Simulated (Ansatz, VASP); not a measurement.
**HfC: VASP beside Ansatz**

Wanted: the spread between two codes on one cell, functional and k mesh. The cell is taken from a series of runs on this material, whose earlier steps may have relaxed, scaled, displaced or heated it; both programs get it as it stands.

Calculated with Ansatz 0.2.0; plane waves, with VASP 6.6.1 beside it; zone-centre phonons at LDA.

## 1. The structure

It takes space group I4/mmm (No. 139, tetragonal). Conventional cell: a = 3.136 Å, b = 3.136 Å, c = 4.627 Å, α = 90.00°, β = 90.00°, γ = 90.00°. C has 6 Hf at 2.22 to 2.31 Å nearest. Nearest to Hf lie 6 C at 2.22 to 2.31 Å. Farther neighbours are not listed.

## 2. Ansatz: zone-centre phonons, LDA

Ansatz runs on its PAW soft_1 files.

Second derivatives magnify differences that forces hide, and they need a tight electronic threshold.

The input, input.yaml:

```yaml
crystal:
  lattice:
    - [0.0, 2.2177814207, 2.3134090912]
    - [2.2177814207, 0.0, 2.3134090912]
    - [2.2177814207, 2.2177814207, 0.0]
  atoms:
    - { symbol: C, position: [0.0, 0.0, 0.0] }
    - { symbol: Hf, position: [0.5, 0.5, 0.5] }
kpoints:
  mp_grid: { grid: [16, 16, 16] }
hamiltonian:
  xc: lda
  pseudopotentials: { kind: paw, azcp: { folder: soft_1 }, xc_functional: pbe }
scf:
  occupations: { method: methfessel_paxton, width: 0.2 }
output:
  eigenvalues: true
phonons:
  method: dfpt
```

Started as:

```console
ansatz run input.yaml --threads 4 --pin off --max-ram 10240MiB --backend cpu --events-out ev --progress --plain --runs-dir out
```

Numbers of over 12 decimals in the logs are rounded to 6 here.

What it wrote:

```text
zone centre: on kpoints.mp_grid the ground state, and the responses unless they are solved on pairs of k-points, stand on 621 of the mesh's 4096 k-points, reduced under 8 symmetry operations, with k and −k counted as one. Each operation leaves every solved displacement unchanged or reverses it
Engine: ansatz 0.2.0, aarch64-unknown-linux-gnu
Pseudopotentials: kind: paw
Pseudopotential: C, paw, valence charge 4, recommended cutoff 420 eV (normal), soft_1/C.paw.azcp
Pseudopotential: Hf, paw, valence charge 26, recommended cutoff 420 eV (normal), soft_1/Hf.paw.azcp
Functional definition: SPW92
  exchange = slater_x
  correlation = pw_c
Crystal: 2 atoms, lattice volume = 22.757 Å³
Basis set: ecut = 420 eV, 443 PW (Γ), exchange–correlation on 48×48×48 points (8 copies of the dense FFT grid, shifted against one another)
Bands: 19, of which v1, the nominal top of the filled ones, is band 15 counted from 1 (14 counted from 0)
Symmetry: 16 space group operations
k-points: 621 of 4096 (irreducible under 8 space group operations)
Non-local potential: C, projectors of the file, l = 0: 2, l = 1: 2, l = 2: 1
Non-local potential: Hf, projectors of the file, l = 0: 3, l = 1: 2, l = 2: 2, l = 3: 3
PAW form: soft (Blöchl's): semilocal exchange-correlation on the pseudo side does not see the compensation charge
PAW frozen core: C, regenerated for the run's functional, and the local potential with it (the file was generated under x = pbe(κ = 0.804, μ = 0.219515), c = pbe(β = 0.066725))
PAW frozen core: Hf, regenerated for the run's functional, and the local potential with it (the file was generated under x = pbe(κ = 0.804, μ = 0.219515), c = pbe(β = 0.066725))
PAW one-centre angular grid: C, 110 points (default); XC on 64 Gauss nodes
PAW one-centre angular grid: Hf, 590 points (default); XC on 64 Gauss nodes
Initial density: superposition of atomic densities (chi_scale 0.1, normalization cell, long waves kept (reshape's long-wave potential 0.00 eV rms))
Initial wavefunctions: pseudopotential atomic-orbital guess
Functional: x = slater, c = lda
SCF iter   1: F=—  HF=-15723.108629 eV  |F-HF|=—  |Δ(HF+E_count)|=         —  Δρ=9.76e-2  dr2=2.82e0  ethr=3.10e-3  ⟨swp⟩=4.9  Hψ=52107  notcnv=0
preconditioner: auto → Kerker (q_TF=auto, 2.857 Å⁻¹)  [metal: Δε(μ)=0.074 eV  Ē_g=17.852 eV  σ=0.200 eV  W_gap=0.30  n_scr=14 (ndim 8)  ℏωp=41.2 eV  f_vac=0.000  D(μ)=0.18/eV (n_scr^D=0)]
SCF iter   2: F=—  HF=-15722.492845 eV  |F-HF|=—  |Δ(HF+E_count)|=   6.16e-1  S|Δr|=    0.00e0  Δρ=3.47e-2  dr2=2.81e-1  ethr=3.10e-3  ⟨swp⟩=2.1  Hψ=20812  notcnv=0
SCF iter   3: F=—  HF=-15722.424620 eV  |F-HF|=—  |Δ(HF+E_count)|=   6.82e-2  S|Δr|=    0.00e0  Δρ=1.38e-2  dr2=2.62e-2  ethr=9.38e-4  ⟨swp⟩=2.0  Hψ=22213  notcnv=0
SCF iter   4: F=—  HF=-15722.418721 eV  |F-HF|=—  |Δ(HF+E_count)|=   5.90e-3  S|Δr|=    0.00e0  Δρ=7.79e-3  dr2=6.91e-3  ethr=8.73e-5  ⟨swp⟩=2.0  Hψ=20901  notcnv=0
SCF iter   5: F=—  HF=-15722.417876 eV  |F-HF|=—  |Δ(HF+E_count)|=   8.44e-4  S|Δr|=    0.00e0  Δρ=1.54e-3  dr2=3.25e-4  ethr=2.30e-5  ⟨swp⟩=2.0  Hψ=18762  notcnv=0
SCF iter   6: F=—  HF=-15722.417749 eV  |F-HF|=—  |Δ(HF+E_count)|=   1.28e-4  S|Δr|=    0.00e0  Δρ=3.07e-4  dr2=2.20e-5  ethr=1.08e-6  ⟨swp⟩=2.3  Hψ=20952  notcnv=0
SCF iter   7: F=—  HF=-15722.417748 eV  |F-HF|=—  |Δ(HF+E_count)|=   3.94e-7  S|Δr|=    0.00e0  Δρ=8.90e-5  dr2=1.28e-6  ethr=7.33e-8  ⟨swp⟩=2.2  Hψ=21399  notcnv=0
SCF iter   8: F=—  HF=-15722.417746 eV  |F-HF|=—  |Δ(HF+E_count)|=   2.37e-6  S|Δr|=    0.00e0  Δρ=1.50e-5  dr2=3.55e-8  ethr=4.27e-9  ⟨swp⟩=2.4  Hψ=21712  notcnv=0
SCF iter   9: F=—  HF=-15722.417746 eV  |F-HF|=—  |Δ(HF+E_count)|=   1.42e-9  S|Δr|=    0.00e0  Δρ=2.60e-6  dr2=1.16e-9  ethr=1.18e-10  ⟨swp⟩=2.3  Hψ=19665  notcnv=0
SCF iter  10: F=—  HF=-15722.417746 eV  |F-HF|=—  |Δ(HF+E_count)|=  1.24e-10  S|Δr|=    0.00e0  Δρ=2.20e-7  dr2=1.04e-11  ethr=1.00e-12  ⟨swp⟩=6.5  Hψ=79306  notcnv=0
SCF iter  11: F=-15722.417746 eV  HF=-15722.417746 eV  |F-HF|=0.00e0  |Δ(HF+E_count)|=  3.64e-12  S|Δr|=    0.00e0  Δρ=4.85e-8  dr2=3.58e-13  ethr=1.00e-12  ⟨swp⟩=6.3  Hψ=60116  notcnv=0
SCF 1 converged in 11 iterations: F = -15722.417746 eV  dr2 = 3.58e-13
  greatest PAW one-centre occupation: 0.998 electrons in one spin orbital (limit 2), on the Hf atom at site 1 (counted from 0), in its partial waves of l = 3
DFPT response loops at Γ: preconditioner auto → Kerker (q_TF=auto, 2.857 Å⁻¹) (partly filled bands, converged f_vac=0.000); β = 1.00, the filter's whole step (`scf.mixing.beta` (0.50) is not read by the response loops under this deck's `scf.mixing.preconditioner`; to damp them name `kerker` or `kerker_dos`, under which they read `scf.mixing.beta`, and type it under 1.00, their step now; both keys bind the ground state too); Broyden in place of MSR1
SCF converged after 11 iterations
Stability not checked: this state was not tested for a lower state beside it, because cold or Methfessel-Paxton smearing, or corrected tetrahedra, fill the levels in a way that the test cannot read (fill_not_monotonic; see scf.lower_state_search)
Free energy (F): -15722.417746 eV
Harris-Foulkes:  -15722.417746 eV  (|F-HF|=0.00e0)
Internal energy: -15722.418262 eV  (E = F + TS)
E sigma→0 (E₀):  -15722.417875 eV
Entropy (-TS):   0.000516 eV (0.258 meV/atom)
Fermi energy:    20.363845 eV
--- Per-component energies (eV) ---
  E_band       = 124.733304
  E_kinetic    = 501.737390
  E_local      = -5967.399739  (includes V_loc(G=0)·N_el)
  E_nonlocal   = 100.036029
  E_hartree    = 2944.411225
  E_xc         = -314.433887
  E_vxc        = -317.122832  (∫ρ·V_xc dr)
  E_paw        = -7549.757088  (= ΣΔE_a)
  E_vpaw       = -81.340096  (= ΣTr[D̂ρ^β])
  E_aug_tail   = 0.000123  (compensation charges beyond the density's cutoff)
  E_ewald      = -5439.532236
  E_core_change = 2.519920  (= ΣΔE_core)
  E_smearing   = 0.000516  (= −TS)
  E_closure    = -0.000000  (closes the sum)
  Σ components = -15722.417746   (vs F -15722.417746, Δ=0.00e0)
--- Band table (eV; the first three rows and the last of 621) ---
  k-point 0: bands = [... 11 lower, 9.7396, 21.2847, 21.2971, 21.5774, 21.5774, 21.7879, 21.7879, 23.4611]
  k-point 1: bands = [... 11 lower, 9.7391, 20.5447, 20.7112, 20.9876, 21.7907, 22.0192, 22.3112, 24.0407]
  k-point 2: bands = [... 11 lower, 9.7389, 19.4534, 19.8340, 20.0781, 22.1676, 22.3617, 22.7848, 25.2176]
  k-point 620: bands = [... 11 lower, 9.6962, 17.5692, 18.1763, 20.6079, 20.6079, 26.1034, 27.6975, 27.6975]
--- Phonons (Γ-DFPT): 4 representative perturbations + reference, on 621 of 4096 k-points (Σ response iterations 12) ---
  k mesh reduced under 8 symmetry operations, with k and −k counted as one. Each operation leaves every solved displacement unchanged or reverses it
  ASR residual: 2.239e-5 → 0.000e0 eV/Å²; symmetrization residual: 9.682e-7 eV/Å²
  ASR residual per site (eV/Å²): 2.24e-5 1.50e-5
  Γ frequencies (cm⁻¹): 0.00 0.00 0.00 416.39 555.82 555.82
  non-analytic LO–TO correction: not included (Born effective charges unavailable; polar crystals: no LO–TO splitting at Γ)
```

In the SCF lines HF is the Harris–Foulkes energy and dr2 the Hartree energy of the density residual, in eV; the loop may stop once dr2 is under the threshold and the program's other checks hold. Hψ counts applications of the Hamiltonian.

[end of part 1 of 2]

[Lines on the potential files, build, host, timing and source positions are cut from VASP's logs without a mark.]

[Logs are printed without paths, hosts, clocks, repeated set-up lines and the standing remarks that a program may print on its own settings, such as how far it seeks lower states.]

[Hosts, paths, dates, database ids (printed as entryN), source tags and the programs' standing remarks are cut or masked in the printed files.]
